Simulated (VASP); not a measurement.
Crystal: TiBrF3.

```
Ti Br F
1.0
    -1.90000    1.90000    5.50000
     1.90000   -1.90000    5.50000
     1.90000    1.90000   -5.50000
Ti Br F
1 1 3
Direct
  0.00000 0.00000 0.00000
  0.22000 0.22000 0.00000
  0.84000 0.84000 0.00000
  0.00000 0.50000 0.50000
  0.50000 0.00000 0.50000
```

The cell was built by a generator and needn't be a form met in nature.

```yaml
Program: VASP 6.6.1
Task: relaxation of cell and atoms
Functional: PBE
Potentials_or_basis: VASP PAW PBE potentials, release 64 (Ti_sv, Br, F)
Cutoff: 520 eV
k_mesh: 5 × 5 × 5
Occupations: gaussian, width 0.15 eV
Spin: no spin polarisation
```

At the start: pressure 9.6 GPa; volume 15.88 Å³/atom.

Q: Where does the relaxation end?

A: Over 18 steps the energy falls by 73.4 meV/atom and the volume is 18.62 Å³/atom (+17.2 %); space group I4mm (No. 107, to 0.05 Å).

The path:
```tsv
step	energy change (eV)	largest force (eV/Å)	pressure (GPa)	volume (Å³)
1	0.0000	1.4795	9.64	79.42
2	-0.1405	1.9896	-4.88	90.90
3	-0.2404	1.1737	-0.12	86.09
4	-0.2672	0.4046	0.62	87.97
5	-0.2823	0.2795	0.11	87.28
6	-0.2934	0.2484	0.37	87.56
7	-0.3101	0.8855	1.06	88.36
8	-0.3140	0.7809	0.99	88.51
9	-0.3239	0.6017	0.71	88.97
10	-0.3378	0.4923	0.24	89.89
11	-0.3421	0.6077	-0.61	91.70
12	-0.3445	0.5919	-0.13	90.84
13	-0.3517	0.4489	-0.10	91.11
14	-0.3620	0.2294	0.28	91.87
15	-0.3624	0.3270	0.31	92.02
16	-0.3644	0.1516	0.33	92.31
17	-0.3654	0.1920	0.28	92.68
18	-0.3670	0.0751	-0.10	93.08
```

Final structure:
```
Ti Br F
1.0
    -1.96716    1.96716    6.01359
     1.96716   -1.96716    6.01359
     1.96716    1.96716   -6.01359
Ti Br F
1 1 3
Direct
  0.00436 0.00436 0.00000
  0.20210 0.20210 0.00000
  0.85511 0.85511 0.00000
  0.99921 0.49921 0.50000
  0.49921 0.99921 0.50000
```

Caveat: the k mesh is coarse (spacing up to 0.47 Å⁻¹), so the values aren't converged; the volume moved by over 15 % at a fixed basis, so the end points are rough; the relaxation stopped at a loose force limit of 0.08 eV/Å, so its end isn't a converged minimum.
